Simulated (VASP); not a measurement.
Here is the system:

```xyz
2
Lattice="0.0000 3.2300 3.2300 3.2300 0.0000 3.2300 3.2300 3.2300 0.0000" Properties=species:S:1:pos:R:3 pbc="T T T"
Te     3.2300     3.2300     3.2300
Pb     0.0000     0.0000     0.0000
```

These are AM05 GGA, VASP's PBE PAW potentials (set 64) (plane waves; VASP 6.6.1) values and carry that method's errors. Numerical set-up: 520 eV cut-off, 8×8×8 Γ-centred mesh, tetrahedra with Blöchl corrections, potentials Te Pb_d.

**Question.** The job: PbTe (rock salt), 2 atoms, AM05, static run, 520 eV, 8×8×8 Γ-centred mesh. Roughly how much core time does it take on a busy server core?

**Answer.** About 20 core-seconds (one run on a shared machine, a rough figure). It had 29 irreducible k-points, 14 bands, up to 1839 plane waves and 15 electronic steps.

The compound is PbTe in the rock salt structure. The cell was not relaxed at this level.
